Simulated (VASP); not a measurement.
A VASP calculation is set up with these files.

### INCAR
```
GGA = PS
ISIF = 2   ! forces and stress, cell fixed
LASPH = .TRUE.
LCHARG = .FALSE.
ENCUT = 300
LMAXMIX = 4
NELM = 100   ! most electronic steps
LWAVE = .FALSE.
PREC = Accurate
ISMEAR = -1   ! Fermi-Dirac
LREAL = .FALSE.
SYSTEM = CsCaH3
EDIFF = 1E-6   ! SCF stop (eV)
SIGMA = 0.01   ! width (eV)
ALGO = Normal   ! blocked Davidson
```

File POSCAR:
```
CsCaH3
1
    4.6211900000     0.0000000000     0.0000000000
    0.0000000000     4.6211900000     0.0000000000
    0.0000000000     0.0000000000     4.6211900000
Cs Ca H
1 1 3
Direct
  0.0000000000   0.0000000000   0.0000000000
  0.5000000000   0.5000000000   0.5000000000
  0.5000000000   0.0000000000   0.5000000000
  0.0000000000   0.5000000000   0.5000000000
  0.5000000000   0.5000000000   0.0000000000
```

### KPOINTS
```
Automatic mesh
0
Gamma
6 6 6
0 0 0
```

POTCAR, in this order: Cs_sv Ca_sv H (PBE.64 set). Program: vasp_std.

Question: Translate this PBEsol calculation to Quantum ESPRESSO's pw.x.

Answer: One equivalent input (not run):
```
&CONTROL
  calculation = 'scf'
  pseudo_dir = './pseudo'
  outdir = './out'
  tprnfor = .true.
  tstress = .true.
/
&SYSTEM
  ibrav = 0
  nat = 5
  ntyp = 3
  ecutwfc = 72
  occupations = 'smearing'
  smearing = 'fermi-dirac'
  degauss = 0.000735
  input_dft = 'pbesol'
/
&ELECTRONS
  conv_thr = 7.3e-08
  electron_maxstep = 100
/
ATOMIC_SPECIES
  Cs 132.905 Cs.upf
  Ca 40.078 Ca.upf
  H 1.008 H.upf
CELL_PARAMETERS angstrom
     4.6211900    0.0000000    0.0000000
     0.0000000    4.6211900    0.0000000
     0.0000000    0.0000000    4.6211900
ATOMIC_POSITIONS crystal
  Cs   0.0000000  0.0000000  0.0000000
  Ca   0.5000000  0.5000000  0.5000000
  H    0.5000000  0.0000000  0.5000000
  H    0.0000000  0.5000000  0.5000000
  H    0.5000000  0.5000000  0.0000000
K_POINTS automatic
  6 6 6 0 0 0
```
Limits of the translation: the potentials are each code's own (VASP's PAW set, PseudoDojo norm-conserving files in pw.x), so ENCUT and ecutwfc are chosen apart and not converted; conv_thr bounds pw.x's estimated SCF error, while EDIFF bounds the energy change between steps.

The structure comes from a computed database's CsCaH3 entry (Pm-3m); how it stands against other phases isn't given here. The cell was not relaxed at this level.
